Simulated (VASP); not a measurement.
Output of a VASP run:

OUTCAR:
```
 ion  position               nearest neighbor table
   1  0.500  0.500  0.500-   2 2.77   2 2.77   2 2.77   2 2.77   2 2.77   2 2.77
   2  0.000  0.000  0.000-   1 2.77   1 2.77   1 2.77   1 2.77   1 2.77   1 2.77
  LATTYP: Found a face centered cubic cell.
 ALAT       =     5.5485460084
 Subroutine PRICEL returns:
 Original cell was already a primitive cell.
 Subroutine GETGRP returns: Found 48 space group operations
The static configuration has the point symmetry O_h .
The dynamic configuration has the point symmetry O_h .
The overall configuration has the point symmetry O_h .
 Subroutine INISYM returns: Found 48 space group operations
 Subroutine IBZKPT returns following result:
 Found     47 irreducible k-points:

 Following reciprocal coordinates:
            Coordinates               Weight
  0.000000  0.000000  0.000000      1.000000
  0.100000  0.000000  0.000000      8.000000
  0.200000  0.000000  0.000000      8.000000
  0.300000  0.000000  0.000000      8.000000
  0.400000  0.000000  0.000000      8.000000
  0.500000  0.000000  0.000000      4.000000
  0.100000  0.100000  0.000000      6.000000
  0.200000  0.100000  0.000000     24.000000
  0.300000  0.100000  0.000000     24.000000
  0.400000  0.100000  0.000000     24.000000
  0.500000  0.100000  0.000000     24.000000
 -0.400000  0.100000  0.000000     24.000000
 -0.300000  0.100000  0.000000     24.000000
 -0.200000  0.100000  0.000000     24.000000
 -0.100000  0.100000  0.000000     12.000000
  0.200000  0.200000  0.000000      6.000000
  0.300000  0.200000  0.000000     24.000000
  0.400000  0.200000  0.000000     24.000000
  0.500000  0.200000  0.000000     24.000000
 -0.400000  0.200000  0.000000     24.000000
 -0.300000  0.200000  0.000000     24.000000
 -0.200000  0.200000  0.000000     12.000000
  0.300000  0.300000  0.000000      6.000000
  0.400000  0.300000  0.000000     24.000000
  0.500000  0.300000  0.000000     24.000000
 -0.400000  0.300000  0.000000     24.000000
 -0.300000  0.300000  0.000000     12.000000
  0.400000  0.400000  0.000000      6.000000
  0.500000  0.400000  0.000000     24.000000
 -0.400000  0.400000  0.000000     12.000000
  0.500000  0.500000  0.000000      3.000000
  0.300000  0.200000  0.100000     24.000000
  0.400000  0.200000  0.100000     48.000000
  0.500000  0.200000  0.100000     48.000000
 -0.400000  0.200000  0.100000     24.000000
  0.400000  0.300000  0.100000     24.000000
  0.500000  0.300000  0.100000     48.000000
 -0.400000  0.300000  0.100000     48.000000
 -0.300000  0.300000  0.100000     48.000000
 -0.200000  0.300000  0.100000     24.000000
   k-points           NKPTS =     47   k-points in BZ     NKDIM =     47   number of bands    NBANDS=     22
   number of dos      NEDOS =    301   number of ions     NIONS =      2
   total plane-waves  NPLWV =  21952
   dimension x,y,z NGX =    28 NGY =   28 NGZ =   28
   dimension x,y,z NGXF=    56 NGYF=   56 NGZF=   56
   ions per type =               1   1
   PREC   = accura    normal or accurate (medium, high low for compatibility)
   ISTART =      0    job   : 0-new  1-cont  2-samecut
   ICHARG =      2    charge: 1-file 2-atom 10-const
   ISPIN  =      1    spin polarized calculation?
   LNONCOLLINEAR =      T non collinear calculations
   LSORBIT =      T    spin-orbit coupling
   INIWAV =      1    electr: 0-lowe 1-rand  2-diag
   ENCUT  =  400.0 eV  29.40 Ry    5.42 a.u.   6.40  6.40  6.40*2*pi/ulx,y,z
   NELM   =    100;   NELMIN=  2; NELMDL= -5     # of ELM steps
   EDIFF  = 0.1E-05   stopping-criterion for ELM
   LREAL  =      F    real-space projection
   NLSPLINE    = F    spline interpolate recip. space projectors
   LMAXMIX     =    6 max onsite mixed and CHGCAR
   VOSKOWN=      0    Vosko Wilk Nusair interpolation
   EDIFFG = 0.1E-04   stopping-criterion for IOM
   NSW    =      0    number of steps for IOM
   NBLOCK =      1;   KBLOCK =      1    inner block; outer block
...
```

**OSZICAR**
```
       N       E                     dE             d eps       ncg     rms          rms(c)
DAV:   1     0.650163376091E+02    0.65016E+02   -0.59465E+03  4096   0.126E+03
DAV:   2    -0.800457876292E+01   -0.73021E+02   -0.69530E+02  3920   0.633E+02
DAV:   3    -0.123983000205E+02   -0.43937E+01   -0.43386E+01  3692   0.898E+01
DAV:   4    -0.124959674483E+02   -0.97667E-01   -0.95356E-01  3242   0.914E+00
DAV:   5    -0.125002752025E+02   -0.43078E-02   -0.38765E-02  3522   0.250E+00    0.219E+01
DAV:   6    -0.124205497027E+02    0.79725E-01   -0.23350E-01  3658   0.802E+00    0.136E+01
DAV:   7    -0.124314249077E+02   -0.10875E-01   -0.10330E-01  3794   0.627E+00    0.481E+00
DAV:   8    -0.124313953751E+02    0.29533E-04   -0.49026E-03  3146   0.612E-01    0.459E-01
DAV:   9    -0.124295575585E+02    0.18378E-02   -0.95745E-03  3732   0.149E+00    0.137E-01
DAV:  10    -0.124295731786E+02   -0.15620E-04   -0.53514E-04  2928   0.209E-01    0.514E-02
DAV:  11    -0.124295700153E+02    0.31633E-05   -0.38887E-05  3860   0.109E-01    0.899E-03
DAV:  12    -0.124295697558E+02    0.25941E-06   -0.40902E-06  2544   0.165E-02
   1 F= -.12429570E+02 E0= -.12429036E+02  d E =-.106844E-02  mag=     0.0000    -0.0000    -0.0000
       N       E                     dE             ncg
       N       E                     dE             ncg
```

### OUTCAR
```
------------------------ aborting loop because EDIFF is reached ----------------------------------------
  FORCE on cell =-STRESS in cart. coord.  units (eV):
  Direction    XX          YY          ZZ          XY          YZ          ZX
  --------------------------------------------------------------------------------------
  Total        0.0001656      0.0001656      0.0001656     -0.0000000     -0.0000000      0.0000000
  in kB        0.0062119      0.0062119      0.0062119     -0.0000000     -0.0000000      0.0000000
  external PRESSURE =       0.0062119 kB  Pullay stress =       0.0000000 kB
  volume of cell :       42.70
      direct lattice vectors                 reciprocal lattice vectors
     0.000000000  2.774273004  2.774273004    -0.180227396  0.180227396  0.180227396
     2.774273004  0.000000000  2.774273004     0.180227396 -0.180227396  0.180227396
     2.774273004  2.774273004  0.000000000     0.180227396  0.180227396 -0.180227396
 POSITION                                       TOTAL-FORCE (eV/Angst)
 -----------------------------------------------------------------------------------
      2.77427      2.77427      2.77427        -0.000000      0.000000     -0.000000
      0.00000      0.00000      0.00000         0.000000     -0.000000      0.000000
 -----------------------------------------------------------------------------------
    total drift:                               -0.000000      0.000000      0.000000
  FREE ENERGIE OF THE ION-ELECTRON SYSTEM (eV)
  ---------------------------------------------------
  free  energy   TOTEN  =       -12.4295697558 eV

  energy  without entropy=      -12.4285013131  energy(sigma->0) =      -12.42903553

 Ion:    1  E_soc:     -0.0381007

 Ion:    2  E_soc:     -0.6713047
```
(Selected blocks of OUTCAR.)

**POSCAR**
```
LuSe
1
    0.0000000000     2.7742730042     2.7742730042
    2.7742730042     0.0000000000     2.7742730042
    2.7742730042     2.7742730042     0.0000000000
Se Lu
1 1
Direct
  0.5000000000   0.5000000000   0.5000000000
  0.0000000000   0.0000000000   0.0000000000
```

Task: Write an INCAR and KPOINTS that could have produced this output.

Result: One answer among several that fit: the input of the run itself, PBEsol GGA with spin-orbit coupling, plane waves, VASP's PBE PAW potentials (set 64).

INCAR:
```
SYSTEM = LuSe
PREC = Accurate
ENCUT = 400
EDIFF = 1E-6
NELM = 100
ALGO = Normal
LREAL = .FALSE.
LASPH = .TRUE.
ISMEAR = 0
SIGMA = 0.05
GGA = PS
LMAXMIX = 6
LWAVE = .FALSE.
LCHARG = .FALSE.
LSORBIT = .TRUE.
MAGMOM = 0 0 0 0 0 0
GGA_COMPAT = .FALSE.
```

File KPOINTS:
```
Automatic mesh
0
G
  10 10 10
0 0 0
```

**KPOINTS_OPT**
```
k-points along high-symmetry lines
8
Line-mode
Reciprocal
  0.000000   0.000000   0.000000 ! GAMMA
  0.500000   0.000000   0.500000 ! X

  0.500000   0.000000   0.500000 ! X
  0.625000   0.250000   0.625000 ! U

  0.375000   0.375000   0.750000 ! K
  0.000000   0.000000   0.000000 ! GAMMA

  0.000000   0.000000   0.000000 ! GAMMA
  0.500000   0.500000   0.500000 ! L

  0.500000   0.500000   0.500000 ! L
  0.500000   0.250000   0.750000 ! W

  0.500000   0.250000   0.750000 ! W
  0.500000   0.000000   0.500000 ! X
```

POTCAR, in this order: Se Lu_3 (PBE.64 set). Program: vasp_ncl.

The structure comes from a measured LuSe entry (Fm-3m) of the Crystallography Open Database, whose conditions weren't checked. It was relaxed first.
